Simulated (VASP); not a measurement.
Input:

```yaml
crystal:
  lattice:
    - [1.45826, -2.07774, 0.00000]
    - [1.45826, 2.07774, 0.00000]
    - [0.00000, 0.00000, 8.08759]
  atoms:
    - { symbol: Cr, position: [0.50000, 0.50000, 0.73447] }
    - { symbol: Cr, position: [0.50000, 0.50000, 0.26553] }
    - { symbol: Cr, position: [0.00000, 0.00000, 0.50000] }
    - { symbol: Mo, position: [0.00000, 0.00000, 0.00000] }
```

Calculation: PBEsol GGA with spin-orbit coupling, VASP's PBE PAW potentials (set 64) (plane waves; VASP). Run with 400 eV cut-off, 11×11×4 Γ-centred mesh, Gaussian smearing of 0.050 eV, potentials Cr_pv Mo_sv.

Q: Give the energies of bands 45 to 58 at the high-symmetry points, in eV from the Fermi level.

A: 
```csv
band,Γ,Y,C0,Z,A0,T,S,R
45,-1.07,-0.56,-2.12,-0.84,-1.34,-0.72,-1.49,-0.63
46,-1.07,-0.56,-2.12,-0.84,-1.34,-0.72,-1.49,-0.63
47,-0.76,0.19,-0.86,-0.80,-0.49,0.58,0.71,-0.49
48,-0.76,0.19,-0.86,-0.80,-0.49,0.58,0.71,-0.49
49,-0.70,0.63,1.18,-0.32,-0.23,0.84,0.88,0.10
50,-0.70,0.63,1.18,-0.32,-0.23,0.84,0.88,0.10
51,0.55,1.05,1.34,-0.23,1.16,1.55,1.00,0.86
52,0.55,1.05,1.34,-0.23,1.16,1.55,1.00,0.86
53,0.63,1.37,1.48,0.38,1.22,1.65,1.04,0.89
54,0.63,1.37,1.48,0.38,1.22,1.65,1.04,0.89
55,0.86,1.74,1.49,0.77,1.36,1.69,1.33,0.93
56,0.86,1.74,1.49,0.77,1.36,1.69,1.33,0.93
57,0.99,2.12,1.56,0.90,1.59,2.13,1.42,1.36
58,0.99,2.12,1.56,0.92,1.59,2.13,1.42,1.36
```

It has no gap at this level: it comes out as a metal or semimetal.

The structure comes from a computed database's Cr3Mo entry (Cmmm); how it stands against other phases isn't given here. It was relaxed first.
